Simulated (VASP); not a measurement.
Method: PBE GGA, VASP's PBE PAW potentials (set 64) (plane waves; VASP).

VASP ran on this input.

KPOINTS:
```
Automatic mesh
0
Gamma
  13 13 13
0 0 0
```

INCAR:
```
! general
SYSTEM  = CuZn
PREC    = Accurate
ENCUT   = 500   ! plane-wave cut-off (eV)
LREAL   = .False.
LASPH   = .True.

! electronic loop
EDIFF   = 1E-6   ! SCF stop (eV)
NELM    = 100
ALGO    = Normal   ! blocked Davidson
LMAXMIX = 4   ! l cut-off of mixed one-centre charges

! smearing
ISMEAR  = 1   ! Methfessel-Paxton
SIGMA   = 0.1

! functional
GGA     = PE

! ions
IBRION  = 2   ! conjugate gradients
NSW     = 40
ISIF    = 3   ! ions, shape and volume
EDIFFG  = -0.02   ! ionic stop
PSTRESS = 300   ! kbar

! output
LWAVE   = .False.
LCHARG  = .False.
```

### POSCAR
```
CuZn
1
    2.8439487210    -0.0000000000     0.0000000000
    0.0000000000     2.8439487210    -0.0000000000
   -0.0000000000     0.0000000000     2.8439487210
Zn Cu
1 1
Direct
  0.5000000000   0.5000000000   0.5000000000
  0.0000000000   0.0000000000   0.0000000000
```

POTCAR, in this order: Zn Cu (PBE.64 set). Program: vasp_std.

The resulting files:

OSZICAR:
```
       N       E                     dE             d eps       ncg     rms          rms(c)
DAV:   1     0.105440923413E+03    0.10544E+03   -0.11303E+04  2680   0.254E+03
DAV:   2    -0.315738433771E+01   -0.10860E+03   -0.10592E+03  2534   0.325E+02
DAV:   3    -0.598973822558E+01   -0.28324E+01   -0.28256E+01  3137   0.707E+01
DAV:   4    -0.600738695998E+01   -0.17649E-01   -0.17648E-01  2912   0.486E+00
DAV:   5    -0.600762076784E+01   -0.23381E-03   -0.23381E-03  3321   0.587E-01    0.105E+01
DAV:   6    -0.565966570924E+01    0.34796E+00   -0.16201E+01  2739   0.113E+02    0.561E+00
DAV:   7    -0.484785151668E+01    0.81181E+00   -0.37289E+00  2748   0.110E+02    0.281E+00
DAV:   8    -0.484509876234E+01    0.27528E-02   -0.16041E-01  2808   0.530E+00    0.146E+00
DAV:   9    -0.483461446241E+01    0.10484E-01   -0.16724E-02  3193   0.341E+00    0.988E-02
DAV:  10    -0.483461419759E+01    0.26481E-06   -0.87453E-04  4003   0.592E-01    0.452E-02
DAV:  11    -0.483460651205E+01    0.76855E-05   -0.76940E-05  3290   0.317E-01    0.931E-03
DAV:  12    -0.483460536266E+01    0.11494E-05   -0.61695E-06  3035   0.658E-02    0.451E-03
DAV:  13    -0.483460461096E+01    0.75171E-06   -0.71198E-07  1512   0.271E-02
   1 F= -.52759385E+00 E0= -.52750924E+00  d E =-.527594E+00
       N       E                     dE             d eps       ncg     rms          rms(c)
DAV:   1    -0.906155464634E+01   -0.42269E+01   -0.56272E+01  2520   0.176E+02    0.177E+01
DAV:   2    -0.591780961613E+01    0.31437E+01   -0.35393E+01  2562   0.173E+02    0.706E+00
DAV:   3    -0.453187107502E+01    0.13859E+01   -0.67926E+00  2686   0.167E+02    0.349E+00
DAV:   4    -0.441347548815E+01    0.11840E+00   -0.52928E-01  3780   0.182E+01    0.165E+00
DAV:   5    -0.436213116444E+01    0.51344E-01   -0.22379E-02  4176   0.299E+00    0.194E-01
DAV:   6    -0.436217118374E+01   -0.40019E-04   -0.19897E-03  4185   0.997E-01    0.820E-02
DAV:   7    -0.436217921505E+01   -0.80313E-05   -0.11520E-04  3741   0.180E-01    0.197E-02
DAV:   8    -0.436217398055E+01    0.52345E-05   -0.31944E-05  2815   0.143E-01    0.442E-03
DAV:   9    -0.436217357110E+01    0.40946E-06   -0.10727E-06  1463   0.271E-02
   2 F= -.48931197E+00 E0= -.48949503E+00  d E =0.382819E-01
       N       E                     dE             d eps       ncg     rms          rms(c)
DAV:   1    -0.615916361180E+01   -0.17970E+01   -0.21417E+01  2520   0.123E+02    0.901E+00
DAV:   2    -0.501304077494E+01    0.11461E+01   -0.77920E+00  2534   0.770E+01    0.318E+00
DAV:   3    -0.478261260216E+01    0.23043E+00   -0.17455E+00  2648   0.432E+01    0.272E+00
DAV:   4    -0.470423113143E+01    0.78381E-01   -0.14891E-01  3226   0.141E+01    0.999E-01
DAV:   5    -0.468505583055E+01    0.19175E-01   -0.14628E-02  4139   0.218E+00    0.890E-02
DAV:   6    -0.468494911346E+01    0.10672E-03   -0.11270E-03  3473   0.867E-01    0.250E-02
DAV:   7    -0.468497715758E+01   -0.28044E-04   -0.33187E-05  3791   0.111E-01    0.789E-03
DAV:   8    -0.468498064922E+01   -0.34916E-05   -0.99875E-06  3273   0.758E-02    0.366E-03
DAV:   9    -0.468498016951E+01    0.47970E-06   -0.86502E-07  1323   0.314E-02
   3 F= -.55959359E+00 E0= -.55966815E+00  d E =-.319997E-01
```

### OUTCAR
```
------------------------ aborting loop because EDIFF is reached ----------------------------------------
  FORCE on cell =-STRESS in cart. coord.  units (eV):
  Direction    XX          YY          ZZ          XY          YZ          ZX
  --------------------------------------------------------------------------------------
  Total        4.1102255      4.1102255      4.1102255     -0.0000000     -0.0000000     -0.0000000
  in kB      298.8974770    298.8974770    298.8974770     -0.0000000     -0.0000000     -0.0000000
  external PRESSURE =      -1.1025230 kB  Pullay stress =     300.0000000 kB
  volume of cell :       22.03
      direct lattice vectors                 reciprocal lattice vectors
     2.803397358 -0.000000000 -0.000000000     0.356710046 -0.000000000 -0.000000000
     0.000000000  2.803397358 -0.000000000     0.000000000  0.356710046 -0.000000000
     0.000000000  0.000000000  2.803397358     0.000000000  0.000000000  0.356710046
 POSITION                                       TOTAL-FORCE (eV/Angst)
 -----------------------------------------------------------------------------------
      1.40170      1.40170      1.40170         0.000000      0.000000      0.000000
      0.00000      0.00000      0.00000        -0.000000     -0.000000      0.000000
 -----------------------------------------------------------------------------------
    total drift:                                0.000000      0.000000     -0.000000
  FREE ENERGIE OF THE ION-ELECTRON SYSTEM (eV)
  ---------------------------------------------------
  free  energy   TOTEN  =        -4.6849801695 eV

  energy  without entropy=       -4.6852038375  energy(sigma->0) =       -4.68505473
  enthalpy is  TOTEN    =        -0.5595935897 eV   P V=        4.1253865798

 reached required accuracy - stopping structural energy minimisation
```
(Selected blocks of OUTCAR.)

CONTCAR:
```
CuZn
   1.00000000000000
     2.8033973579827354   -0.0000000000000000   -0.0000000000000000
     0.0000000000000000    2.8033973579827354   -0.0000000000000000
     0.0000000000000000    0.0000000000000000    2.8033973579827354
  Zn              Cu
     1     1
Direct
     0.5000000000000000    0.5000000000000000    0.5000000000000000
     0.0000000000000000    0.0000000000000000    0.0000000000000000
```

Energy and stress use the plane-wave basis of the starting cell.

The compound is CuZn in the CsCl type structure. This run relaxes it under an external pressure of 30 GPa. Symmetry was kept, so distortions that lower it aren't found. The electron count is odd and the run is not spin-polarised, which forces a metal.
